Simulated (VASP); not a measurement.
A run of VASP 6.6.1 is set up as follows.

The input INCAR:

```
SYSTEM = Tl3B2
PREC     = Accurate       ! precision mode
ENCUT    = 600            ! plane-wave cutoff, eV
EDIFF    = 1E-7           ! SCF threshold, eV
ISMEAR   = 0              ! smearing method
SIGMA    = 0.1            ! smearing width, eV
LREAL    = .FALSE.        ! projectors in reciprocal space
LASPH    = .TRUE.         ! aspherical terms in the spheres
NELM     = 100            ! most SCF steps
ALGO     = Fast           ! electronic algorithm
ISIF     = 3              ! what is computed and relaxed
LWAVE    = .FALSE.        ! write WAVECAR
LCHARG   = .FALSE.        ! write CHGCAR
GGA      = PE             ! functional
IBRION   = 2              ! ionic algorithm
NSW      = 90             ! ionic steps
EDIFFG   = -0.04          ! ionic threshold
```

File KPOINTS:

```
Automatic mesh
0
G
  4 4 4
  0 0 0
```

File POSCAR:

```
Tl3B2
1.0
    4.8283160000      0.0000000000      0.0000000000
    0.0000000000      4.8283160000      0.0000000000
    0.0000000000      0.0000000000      4.8283160000
Tl B
3 2
Direct
    0.0000000000      0.5000000000      0.5000000000
    0.5000000000      0.0000000000      0.5000000000
    0.5000000000      0.5000000000      0.0000000000
    0.5000000000      0.5000000000      0.5000000000
    0.0000000000      0.0000000000      0.0000000000
```

Potentials or basis: VASP PAW PBE potentials, release 64 (Tl_d, B).

Command:

```sh
$ cat potpaw_PBE.64/Tl_d/POTCAR potpaw_PBE.64/B/POTCAR > POTCAR
$ mpirun -np 1 vasp_std > vasp.out
```

**Question.** Estimate the band gap on the k mesh.

**Answer.** None (metal or under the smearing width).

**Question.** Estimate the relaxed volume.

**Answer.** 22.90 Å³/atom.

Final structure:
```cif
data_structure
_symmetry_space_group_name_H-M 'P 1'
_symmetry_Int_Tables_number 1
_cell_length_a 4.8558
_cell_length_b 4.8558
_cell_length_c 4.8558
_cell_angle_alpha 90.000
_cell_angle_beta 90.000
_cell_angle_gamma 90.000
_cell_volume 114.49
loop_
_atom_site_label
_atom_site_type_symbol
_atom_site_fract_x
_atom_site_fract_y
_atom_site_fract_z
_atom_site_occupancy
Tl1 Tl 0.00000 0.50000 0.50000 1
Tl2 Tl 0.50000 0.00000 0.50000 1
Tl3 Tl 0.50000 0.50000 0.00000 1
B1 B 0.50000 0.50000 0.50000 1
B2 B 0.00000 0.00000 0.00000 1
```

Spin-orbit coupling is left out, which matters for the levels of Tl.
